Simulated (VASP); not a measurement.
Input:

```xyz
2
Lattice="0.0000 2.0766 2.0766 2.0766 0.0000 2.0766 2.0766 2.0766 0.0000" Properties=species:S:1:pos:R:3 pbc="T T T"
Mg     0.0000     0.0000     0.0000
O      2.0766     2.0766     2.0766
```

Method: PBE GGA, VASP's PBE PAW potentials (set 64) (plane waves; VASP). Run with PREC = Normal, 500 eV cut-off, 4×4×4 Γ-centred mesh, Gaussian smearing of 0.010 eV, potentials Mg_sv_GW O_GW_new.

Q: Estimate the energy per atom (σ→0), pressure, band gap (on the k-mesh) with the smallest direct gap where there is one.

A: 
- band gap (on the k-mesh): 5.15 eV
- smallest direct gap (on the k-mesh): 5.15 eV
- energy per atom (σ→0): -12.981 eV/atom
- pressure: 9.45 GPa

The absolute energy has meaning only against runs of the same code, potentials and settings.

The compound is MgO in the rock salt structure. This cell is one point of a volume scan, at 0.96 of the reference volume. The k-mesh is coarse (spacing up to 0.66 per Å, 2π included), so the numbers may not be converged in it.
